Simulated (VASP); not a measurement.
Tc (hcp) is relaxed at rising pressure, each step from the one before. Symmetry mostly holds the structure type, and other phases were not tried. The mesh follows the cell, and a change of mesh leaves a small step in the series.

Given:

```cif
data_Tc2
_chemical_formula_sum 'Tc2'
_space_group_name_H-M_alt 'P63/mmc'
_space_group_IT_number 194
_space_group_name_Hall '-P 6c 2c'
_cell_length_a 2.72321
_cell_length_b 2.72321
_cell_length_c 4.34879
_cell_angle_alpha 90.000
_cell_angle_beta 90.000
_cell_angle_gamma 120.000
loop_
_atom_site_label
_atom_site_type_symbol
_atom_site_symmetry_multiplicity
_atom_site_Wyckoff_symbol
_atom_site_fract_x
_atom_site_fract_y
_atom_site_fract_z
_atom_site_occupancy
Tc1 Tc 2 c 0.33333 0.66667 0.25000 1
```

Calculation: PBEsol GGA, VASP's PBE PAW potentials (set 64) (plane waves; VASP). Run with 500 eV cut-off, 15×15×9 Γ-centred mesh, first-order Methfessel-Paxton smearing of 0.10 eV, potentials Tc_pv.

```
P (GPa)  V (Å³/atom)  H − H(0) (eV/atom)  space group  gap on the mesh (eV)   k-mesh
-------  -----------  ------------------  -----------  --------------------  -------
0              13.96               0.000     P6_3/mmc                  0.00  15×15×9
5                  ?                   ?     P6_3/mmc                  0.00  15×15×9
10             13.58               0.860     P6_3/mmc                  0.00  15×15×9
20             13.24               1.699     P6_3/mmc                  0.00  16×16×9
30             12.94               2.517     P6_3/mmc                  0.00  16×16×9
45                 ?                   ?     P6_3/mmc                  0.00  16×16×9
```

Problem. What belongs in the gaps?

Solution. 
- 5, V (Å³/atom): 13.77
- 5, H − H(0) (eV/atom): 0.433
- 45, V (Å³/atom): 12.54
- 45, H − H(0) (eV/atom): 3.710

Pressures at which the relaxation failed are left out.

The compound is Tc in the hcp structure.
